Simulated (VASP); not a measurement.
Consider the following.

Hf has the hexagonal space group P6₃/mmc (No. 194), the hcp (Mg type) structure, Pearson symbol hP2. Conventional cell: a = 3.2009 Å, b = 3.2009 Å, c = 5.0587 Å, α = 90.00°, β = 90.00°, γ = 120.00°. Hf on 2c is coordinated by 12 Hf at 3.133–3.201 Å (anticuboctahedral). (Neighbours: up to the widest gap in distance over summed covalent radii, below 1.35, at either atom.)

Method: PBE GGA, VASP's PBE PAW potentials (set 64) (plane waves; VASP 6.6.1). Run with 480 eV cut-off, 12×12×8 Γ-centred mesh, first-order Methfessel-Paxton smearing of 0.10 eV, potentials Hf_pv.

Each relaxation starts from this cell; other phases were not tried.

Q: The cell is relaxed at 2 GPa. What happens?

A: The volume per atom goes from 22.44 to 22.04 Å³ (-1.8 %), and the cell becomes a = b = 3.1795 Å, c = 5.0340 Å, α = β = 90.00°, γ = 120.00°, space group P6_3/mmc.

Q: The cell is relaxed at 30 GPa. What happens?

A: The volume per atom goes from 22.44 to 18.40 Å³ (-18.0 %), and the cell becomes a = b = 2.989 Å, c = 4.757 Å, α = β = 90.00°, γ = 120.00°, space group P6_3/mmc.

Failed runs are left out, and for metals the shear rows, which the mesh's noise covers.

The compound is Hf in the hcp structure.
